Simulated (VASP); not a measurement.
Energy against volume of Be (hcp). Calculation: PBE GGA with D3 dispersion (zero damping), VASP's PBE PAW potentials (set 64) (plane waves; VASP 6.6.1). Settings: 520 eV cut-off, 19×19×10 Γ-centred mesh, first-order Methfessel-Paxton smearing of 0.10 eV, potentials Be.

Shape and ions are relaxed at each volume.

| V (Å³/atom) | E (eV/atom) |
|---|---|
| 7.127 | -3.99268 |
| 7.354 | -4.00162 |
| 7.582 | -4.00430 |
| 7.809 | -4.00150 |

Q: Fit these four points and predict the energy of the run at 8.037 Å³/atom.

A: A cubic in V^(−2/3), the third-order Birch-Murnaghan form, passes through the four points with V0 = 7.57 Å³/atom and B0 = 129 GPa, and gives -3.9939 eV/atom there. The run gave -3.9939 eV/atom, +0.0 meV/atom from the fit; all five points give B0 = 129 GPa.

The compound is Be in the hcp structure. It was relaxed first, which changed the volume by -7 %.
